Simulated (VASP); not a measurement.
Crystal: Si2Ge.

```
CELL_PARAMETERS angstrom
4.60000 0.00000 0.00000
-2.30000 3.98372 0.00000
0.00000 0.00000 2.56000
ATOMIC_POSITIONS crystal
Si 0.33333 0.66667 0.50000
Si 0.66667 0.33333 0.50000
Ge 0.00000 0.00000 0.00000
```

The cell was built by a generator and needn't be a form met in nature.

- Program: VASP 6.6.1
- Task: relaxation of cell and atoms
- Functional: PBE
- Potentials or basis: VASP PAW PBE potentials, release 64 (Si, Ge_d)
- Cutoff: 520 eV
- k mesh: 5 × 5 × 8
- Occupations: gaussian, width 0.15 eV
- Spin: no spin polarisation

At the start: pressure 4.2 GPa; volume 15.64 Å³/atom.

Problem. Where does the relaxation end?

Solution. Over 9 steps the energy falls by 46.5 meV/atom and the volume is 15.99 Å³/atom (+2.2 %); space group P6/mmm (No. 191, to 0.05 Å).

Step by step:
```
step  energy change (eV)  largest force (eV/Å)  pressure (GPa)  volume (Å³)
   1              0.0000                0.0000            4.23        46.91
   2             -0.0916                0.0000           -2.39        49.72
   3             -0.0914                0.0000           -1.78        49.59
   4             -0.0915                0.0000           -2.70        49.65
   5             -0.1283                0.0000           -1.38        48.43
   6             -0.0127                0.0000            9.06        44.71
   7             -0.1350                0.0000            0.83        47.68
   8             -0.1352                0.0000            1.12        47.57
   9             -0.1394                0.0000           -0.09        47.96
```

Final structure:
```
Si Ge
1.0
     4.43869    0.00000    0.00000
    -2.21935    3.84402    0.00000
     0.00000    0.00000    2.81071
Si Ge
2 1
Direct
  0.33333 0.66667 0.50000
  0.66667 0.33333 0.50000
  0.00000 0.00000 0.00000
```
